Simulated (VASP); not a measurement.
VASP ran on this input.

**INCAR**
```
AMIX  =  0.05
EDIFF  =  1E-6   # SCF stop (eV)
LCHARG  =  .FALSE.
ENCUT  =  400   # plane-wave cut-off (eV)
IMIX  =  4
SYSTEM  =  AgCl
PREC  =  Accurate
LWAVE  =  .FALSE.
LREAL  =  .FALSE.   # projection in real space or not
ISIF  =  2   # forces and stress, cell fixed
ALGO  =  Normal   # blocked Davidson
ISMEAR  =  0   # Gaussian
LASPH  =  .TRUE.
GGA  =  PE
SIGMA  =  0.05   # width (eV)
NELM  =  100   # most electronic steps
LMAXMIX  =  4   # l cut-off of mixed one-centre charges
BMIX  =  1.0
```

### KPOINTS
```
Automatic mesh
0
gamma
  7 7 7
```

**POSCAR**
```
AgCl
1.0
  0.0000000000   2.8305000000   2.8305000000
  2.8305000000   0.0000000000   2.8305000000
  2.8305000000   2.8305000000   0.0000000000
Ag Cl
1 1
Cart
  0.0000000000   0.0000000000   0.0000000000
  2.8305000000   2.8305000000   2.8305000000
```

POTCAR, in this order: Ag Cl (PBE.64 set). Program: vasp_std.

**Question.** Write an equivalent input for Ansatz.

**Answer.** One equivalent input (not run):
Ansatz 0.2 input:
```yaml
crystal:
  lattice:
    - [0.0000000, 2.8305000, 2.8305000]
    - [2.8305000, 0.0000000, 2.8305000]
    - [2.8305000, 2.8305000, 0.0000000]
  atoms:
    - { symbol: Ag, position: [0.0000000, 0.0000000, 0.0000000] }
    - { symbol: Cl, position: [0.5000000, 0.5000000, 0.5000000] }
kpoints:
  mp_grid: { grid: [7, 7, 7] }
hamiltonian:
  xc: pbe
  pseudopotentials: { kind: paw }
scf:
  occupations: { method: gaussian, width: 0.05 }
  max_iter: 100
output: { forces: true, stress: true, eigenvalues: true }
```
Limits of the translation: each code has its own PAW files, so the cut-off isn't converted (ENCUT is set for VASP's; basis.ecutwfc is left out, and Ansatz then takes the one that its files recommend); Ansatz stops its SCF on the density residual and VASP on the energy change (EDIFF).

The compound is AgCl in the rock salt structure. The cell was not relaxed at this level. The run is one of a series of settings (AMIX = 0.05, BMIX = 1.0, IMIX = 4 against the base run), some of them coarse on purpose.
